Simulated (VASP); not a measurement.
```
Pm
1.0
   -2.00625     2.00625     2.00625
    2.00625    -2.00625     2.00625
    2.00625     2.00625    -2.00625
Pm
1
Direct
  0.00000   0.00000   0.00000
```

Calculation: PBEsol GGA, VASP's PBE PAW potentials (set 64) (plane waves; VASP 6.6.1). Settings: 400 eV cut-off, 14×14×14 Γ-centred mesh, tetrahedra with Blöchl corrections, potentials Pm_3.

The 4f electrons are frozen in the core of the lanthanide potential, so 4f levels, which can set the real gap, and their magnetism are missing.

Q: Estimate the energy per atom (σ→0), band gap (on the k-mesh) with the smallest direct gap where there is one.

A: 
```
Item                                                        Result
------------------------  ----------------------------------------
band gap (on the k-mesh)  none (metal, semimetal or under 0.01 eV)
energy per atom (σ→0)                               -4996 meV/atom
```

Total energies compare only between runs with the same potentials, cut-off and functional.

The structure was generated: Pm was put into the bcc type (Im-3m), which need not be its known phase. It was relaxed first.
